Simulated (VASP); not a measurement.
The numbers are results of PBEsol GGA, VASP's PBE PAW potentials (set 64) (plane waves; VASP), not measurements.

The input files of a VASP run:

**KPOINTS**
```
Automatic
0
gamma
  13 13 13
0 0 0
```

**POSCAR**
```
Ir
1.0
  2.5121790000   0.0000000000   0.0000000000
  0.0000000000   2.5121790000   0.0000000000
  0.0000000000   0.0000000000   2.5121790000
Ir
1
Direct
  0.0000000000   0.0000000000   0.0000000000
```

### INCAR
```
ALGO = Normal
EDIFF = 1E-6
EDIFFG = -0.01
ENCUT = 400
GGA = PS
IBRION = 2
ISIF = 3
ISMEAR = 1
LASPH = .TRUE.
LCHARG = .FALSE.
LMAXMIX = 6
LREAL = .FALSE.
LWAVE = .FALSE.
NELM = 100
NSW = 60
PREC = Accurate
SIGMA = 0.1
SYSTEM = Ir
```

POTCAR, in this order: Ir (PBE.64 set). Program: vasp_std.

Output

File OSZICAR:
```
       N       E                     dE             d eps       ncg     rms          rms(c)
DAV:   1     0.283134460412E+02    0.28313E+02   -0.37828E+03  1504   0.800E+02
DAV:   2    -0.861627639103E+01   -0.36930E+02   -0.35339E+02  1344   0.173E+02
DAV:   3    -0.914005366822E+01   -0.52378E+00   -0.52344E+00  1960   0.270E+01
DAV:   4    -0.914316582032E+01   -0.31122E-02   -0.31119E-02  1664   0.156E+00
DAV:   5    -0.914318801369E+01   -0.22193E-04   -0.22193E-04  2008   0.904E-02    0.137E+01
DAV:   6    -0.877376874743E+01    0.36942E+00   -0.86949E-01  1624   0.121E+01    0.583E+00
DAV:   7    -0.870915985294E+01    0.64609E-01   -0.21942E-01  1784   0.563E+00    0.153E+00
DAV:   8    -0.870416235355E+01    0.49975E-02   -0.61409E-03  1480   0.131E+00    0.693E-01
DAV:   9    -0.870322910331E+01    0.93325E-03   -0.27624E-04  1616   0.241E-01    0.221E-02
DAV:  10    -0.870323375766E+01   -0.46543E-05   -0.32366E-06  1736   0.170E-02    0.258E-03
DAV:  11    -0.870323393924E+01   -0.18158E-06   -0.18425E-07   888   0.500E-03
   1 F= -.87032339E+01 E0= -.87031449E+01  d E =-.870323E+01
       N       E                     dE             d eps       ncg     rms          rms(c)
DAV:   1    -0.100255815288E+02   -0.13223E+01   -0.47545E+01  1432   0.109E+02    0.839E+00
DAV:   2    -0.861486626335E+01    0.14107E+01   -0.49107E+00  1512   0.278E+01    0.498E+00
DAV:   3    -0.854569120138E+01    0.69175E-01   -0.30019E-01  1872   0.609E+00    0.310E+00
DAV:   4    -0.854678037229E+01   -0.10892E-02   -0.96458E-03  1648   0.600E-01    0.952E-01
DAV:   5    -0.854766539105E+01   -0.88502E-03   -0.15087E-03  1864   0.267E-01    0.133E-01
DAV:   6    -0.854778113676E+01   -0.11575E-03   -0.55139E-05  1936   0.474E-02    0.264E-02
DAV:   7    -0.854778175062E+01   -0.61386E-06   -0.25838E-06  1680   0.165E-02
   2 F= -.85477818E+01 E0= -.85480196E+01  d E =0.155452E+00
       N       E                     dE             d eps       ncg     rms          rms(c)
DAV:   1    -0.953223387958E+01   -0.98445E+00   -0.27515E+01  1432   0.829E+01    0.903E+00
DAV:   2    -0.878133808454E+01    0.75090E+00   -0.21660E+00  1536   0.195E+01    0.131E+00
DAV:   3    -0.872129364091E+01    0.60044E-01   -0.27132E-01  1760   0.633E+00    0.761E-01
DAV:   4    -0.872184188378E+01   -0.54824E-03   -0.39769E-03  1696   0.450E-01    0.379E-01
DAV:   5    -0.872268057593E+01   -0.83869E-03   -0.17639E-03  1776   0.338E-01    0.234E-02
DAV:   6    -0.872273897954E+01   -0.58404E-04   -0.41931E-05  1880   0.501E-02    0.570E-03
DAV:   7    -0.872273928807E+01   -0.30853E-06   -0.16869E-06  1560   0.151E-02
   3 F= -.87227393E+01 E0= -.87226763E+01  d E =-.195053E-01
       N       E                     dE             d eps       ncg     rms          rms(c)
DAV:   1    -0.872301814157E+01   -0.27916E-03   -0.72362E-03  1456   0.137E+00    0.120E-01
DAV:   2    -0.872281299036E+01    0.20515E-03   -0.60736E-04  1576   0.326E-01    0.359E-02
DAV:   3    -0.872280053369E+01    0.12457E-04   -0.62343E-05  1824   0.948E-02    0.164E-02
DAV:   4    -0.872280158301E+01   -0.10493E-05   -0.23700E-06  1592   0.153E-02    0.124E-03
DAV:   5    -0.872280157930E+01    0.37047E-08   -0.63443E-08   728   0.325E-03
   4 F= -.87228016E+01 E0= -.87227401E+01  d E =-.195676E-01
```

**OUTCAR**
```
------------------------ aborting loop because EDIFF is reached ----------------------------------------
  FORCE on cell =-STRESS in cart. coord.  units (eV):
  Direction    XX          YY          ZZ          XY          YZ          ZX
  --------------------------------------------------------------------------------------
  Total       -0.0048597     -0.0048597     -0.0048597      0.0000000      0.0000000      0.0000000
  in kB       -0.4734386     -0.4734386     -0.4734386      0.0000000      0.0000000      0.0000000
  external PRESSURE =      -0.4734386 kB  Pullay stress =       0.0000000 kB
  volume of cell :       16.45
      direct lattice vectors                 reciprocal lattice vectors
     2.543041305  0.000000000  0.000000000     0.393229948 -0.000000000 -0.000000000
     0.000000000  2.543041305  0.000000000    -0.000000000  0.393229948  0.000000000
     0.000000000 -0.000000000  2.543041305    -0.000000000 -0.000000000  0.393229948
 POSITION                                       TOTAL-FORCE (eV/Angst)
 -----------------------------------------------------------------------------------
      0.00000      0.00000      0.00000         0.000000     -0.000000      0.000000
 -----------------------------------------------------------------------------------
    total drift:                                0.000000      0.000000      0.000000
  FREE ENERGIE OF THE ION-ELECTRON SYSTEM (eV)
  ---------------------------------------------------
  free  energy   TOTEN  =        -8.7228015793 eV

  energy  without entropy=       -8.7226171569  energy(sigma->0) =       -8.72274011

 reached required accuracy - stopping structural energy minimisation
```
(Selected blocks of OUTCAR.)

CONTCAR:
```
Ir
   1.00000000000000
     2.5430413052210348    0.0000000000000000    0.0000000000000000
     0.0000000000000000    2.5430413052210348    0.0000000000000000
     0.0000000000000000   -0.0000000000000000    2.5430413052210348
  Ir
     1
Direct
     0.0000000000000000    0.0000000000000000    0.0000000000000000
```

OUTCAR:
```
 val. band max:        7.6450320689   @ k =   0.4615   0.3077   0.2308

 cond. band min:       7.6580937166   @ k =   0.2308   0.0769   0.0000


 Fermi energy:         7.6542636400

 k-point     1 :       0.0000    0.0000    0.0000
  band No.  band energies     occupation
      1      -1.7163      2.00000
      2       1.5055      2.00000
      3       1.5055      2.00000
      4       9.0865     -0.00000
      5       9.0865     -0.00000
      6       9.0865     -0.00000
      7      23.4809      0.00000
      8      23.4809      0.00000

 k-point     2 :       0.0769    0.0000    0.0000
  band No.  band energies     occupation
      1      -1.5287      2.00000
      2       1.5454      2.00000
      3       1.6912      2.00000
      4       8.8737     -0.00000
      5       8.8737     -0.00000
      6       9.1028     -0.00000
      7      22.3041      0.00000
      8      23.8373      0.00000

 k-point     3 :       0.1538    0.0000    0.0000
  band No.  band energies     occupation
      1      -1.0223      2.00000
      2       1.6579      2.00000
      3       2.2620      2.00000
      4       8.3261     -0.00000
      5       8.3261     -0.00000
      6       9.1481     -0.00000
      7      20.1021      0.00000
      8      24.8006      0.00000

 k-point     4 :       0.2308    0.0000    0.0000
  band No.  band energies     occupation
      1      -0.3411      2.00000
      2       1.8214      2.00000
      3       3.2243      2.00000
      4       7.6366      1.29391
      5       7.6366      1.29391
      6       9.2126     -0.00000
      7      17.9060      0.00000
      8      26.1372      0.00000

 k-point     5 :       0.3077    0.0000    0.0000
  band No.  band energies     occupation
      1       0.3557      2.00000
      2       2.0019      2.00000
      3       4.4786      2.00000
      4       6.9838      2.00000
      5       6.9838      2.00000
      6       9.2820     -0.00000
      7      16.0319      0.00000
...
```

Energy and stress use the plane-wave basis of the starting cell. Unless said otherwise, spin-orbit coupling is left out, though it shifts the bands of the heavy elements here.

The structure was generated: Ir was put into the simple-cubic type (Pm-3m), which need not be its known phase. This run relaxes it. Symmetry was kept, so distortions that lower it aren't found.
